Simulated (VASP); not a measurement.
These are LDA (Ceperley-Alder, Perdew-Zunger), VASP's LDA PAW potentials (set 64) (plane waves; VASP 6.6.1) values and carry that method's errors.

VASP input:

**INCAR**
```
SYSTEM=La(CuGe)2
PREC=Accurate; ENCUT=300; LREAL=.False.
LASPH=.True.
EDIFF=1E-6; NELM=100; ALGO=Normal
LMAXMIX=6
ISMEAR=0; SIGMA=0.05
ISIF=2
LWAVE=.False.; LCHARG=.False.
```

File KPOINTS:
```
Automatic mesh
0
G
  7 7 7
0 0 0
```

**POSCAR**
```
La(CuGe)2
1
   -2.1103950000     2.1103950000     5.0661750000
    2.1103950000    -2.1103950000     5.0661750000
    2.1103950000     2.1103950000    -5.0661750000
La Cu Ge
1 2 2
Direct
  0.0000000000   0.0000000000   0.0000000000
  0.2500000000   0.7500000000   0.5000000000
  0.7500000000   0.2500000000   0.5000000000
  0.6260600000   0.6260600000   0.0000000000
  0.3739400000   0.3739400000   0.0000000000
```

POTCAR, in this order: La Cu Ge_d (LDA.64 set). Program: vasp_std.

The resulting files:

### OSZICAR
```
       N       E                     dE             d eps       ncg     rms          rms(c)
DAV:   1     0.508088359502E+03    0.50809E+03   -0.18450E+04  2992   0.263E+03
DAV:   2     0.855670328337E+02   -0.42252E+03   -0.40550E+03  3000   0.600E+02
DAV:   3    -0.182372946033E+02   -0.10380E+03   -0.97988E+02  3548   0.233E+02
DAV:   4    -0.320489155971E+02   -0.13812E+02   -0.13241E+02  5092   0.760E+01
DAV:   5    -0.330210794271E+02   -0.97216E+00   -0.96041E+00  5248   0.216E+01    0.217E+01
DAV:   6    -0.379610791724E+02   -0.49400E+01   -0.24818E+02  4248   0.209E+02    0.192E+01
DAV:   7    -0.290474512327E+02    0.89136E+01   -0.57616E+01  4276   0.992E+01    0.664E+00
DAV:   8    -0.288888576367E+02    0.15859E+00   -0.64372E+00  4688   0.171E+01    0.449E+00
DAV:   9    -0.284779131460E+02    0.41094E+00   -0.99015E-01  5412   0.950E+00    0.271E+00
DAV:  10    -0.283008285714E+02    0.17708E+00   -0.18905E+00  4572   0.170E+01    0.133E+00
DAV:  11    -0.283063771633E+02   -0.55486E-02   -0.44381E-01  4892   0.476E+00    0.935E-01
DAV:  12    -0.282953143430E+02    0.11063E-01   -0.45500E-02  5228   0.260E+00    0.471E-01
DAV:  13    -0.282933180357E+02    0.19963E-02   -0.10469E-02  5416   0.105E+00    0.222E-01
DAV:  14    -0.282926987334E+02    0.61930E-03   -0.41770E-03  4928   0.722E-01    0.154E-02
DAV:  15    -0.282927422416E+02   -0.43508E-04   -0.60954E-04  4544   0.190E-01    0.181E-02
DAV:  16    -0.282927366634E+02    0.55782E-05   -0.74629E-05  4808   0.126E-01    0.819E-03
DAV:  17    -0.282927373735E+02   -0.71012E-06   -0.12487E-05  3980   0.256E-02    0.502E-03
DAV:  18    -0.282927371974E+02    0.17615E-06   -0.72625E-07  2224   0.135E-02
   1 F= -.28292737E+02 E0= -.28290616E+02  d E =-.424286E-02
```

### OUTCAR
```
------------------------ aborting loop because EDIFF is reached ----------------------------------------
  FORCE on cell =-STRESS in cart. coord.  units (eV):
  Direction    XX          YY          ZZ          XY          YZ          ZX
  --------------------------------------------------------------------------------------
  Total       -3.9915569     -3.9915569     -3.6642728      0.0000000      0.0000000      0.0000000
  in kB      -70.8574035    -70.8574035    -65.0475144      0.0000000      0.0000000      0.0000000
  external PRESSURE =     -68.9207738 kB  Pullay stress =       0.0000000 kB
  volume of cell :       90.25
      direct lattice vectors                 reciprocal lattice vectors
    -2.110395000  2.110395000  5.066175000     0.000000000  0.236922472  0.098693788
     2.110395000 -2.110395000  5.066175000     0.236922472  0.000000000  0.098693788
     2.110395000  2.110395000 -5.066175000     0.236922472  0.236922472  0.000000000
 POSITION                                       TOTAL-FORCE (eV/Angst)
 -----------------------------------------------------------------------------------
      0.00000      0.00000      0.00000        -0.000000     -0.000000      0.000000
      2.11039      0.00000      2.53309        -0.000000     -0.000000      0.000000
      0.00000      2.11039      2.53309        -0.000000     -0.000000      0.000000
      0.00000      0.00000      6.34346         0.000000      0.000000      0.107813
      0.00000      0.00000      3.78889         0.000000      0.000000     -0.107813
 -----------------------------------------------------------------------------------
    total drift:                               -0.000000      0.000000     -0.000000
  FREE ENERGIE OF THE ION-ELECTRON SYSTEM (eV)
  ---------------------------------------------------
  free  energy   TOTEN  =       -28.2927371974 eV

  energy  without entropy=      -28.2884943415  energy(sigma->0) =      -28.29061577
```
(Selected blocks of OUTCAR.)

### OUTCAR
```
 val. band max:        7.7738881358   @ k =   0.2857   0.1429   0.0000

 cond. band min:       7.8425840828   @ k =   0.2857   0.0000   0.0000


 Fermi energy:         7.7747509061

 k-point     1 :       0.0000    0.0000    0.0000
  band No.  band energies     occupation
      1     -24.4582      2.00000
      2     -16.5641      2.00000
      3     -16.4984      2.00000
      4     -16.4984      2.00000
      5     -16.4365      2.00000
      6     -16.4365      2.00000
      7     -16.4278      2.00000
      8     -16.4226      2.00000
      9     -16.4204      2.00000
     10     -16.4076      2.00000
     11     -16.3975      2.00000
     12      -8.3299      2.00000
     13      -8.1526      2.00000
     14      -8.1526      2.00000
     15      -3.1677      2.00000
     16       0.3919      2.00000
     17       2.2849      2.00000
     18       3.9072      2.00000
     19       3.9072      2.00000
     20       4.0323      2.00000
     21       4.5822      2.00000
     22       4.5822      2.00000
     23       4.7330      2.00000
     24       4.7537      2.00000
     25       4.9170      2.00000
     26       5.0741      2.00000
     27       5.2816      2.00000
     28       5.9560      2.00000
     29       5.9560      2.00000
     30       7.2481      2.00000
     31       8.4614      0.00000
     32       8.4614      0.00000
     33       9.0101      0.00000
     34      10.0132      0.00000
     35      10.0698      0.00000
     36      10.0707      0.00000

 k-point     2 :       0.1429    0.0000    0.0000
  band No.  band energies     occupation
      1     -24.4545      2.00000
      2     -16.5640      2.00000
      3     -16.4984      2.00000
      4     -16.4984      2.00000
      5     -16.4361      2.00000
      6     -16.4357      2.00000
      7     -16.4278      2.00000
      8     -16.4216      2.00000
      9     -16.4202      2.00000
     10     -16.4073      2.00000
     11     -16.3967      2.00000
     12      -8.3273      2.00000
...
```

At this cut-off the stress carries a Pulay error, which pulls relaxed volumes low.

The structure comes from a computed database's Cu2LaGe2 entry (I4/mmm); how it stands against other phases isn't given here. The cell was not relaxed at this level. The k-mesh is coarse (spacing up to 0.30 per Å, 2π included), so the numbers may not be converged in it. The electron count is odd and the run is not spin-polarised, which forces a metal.
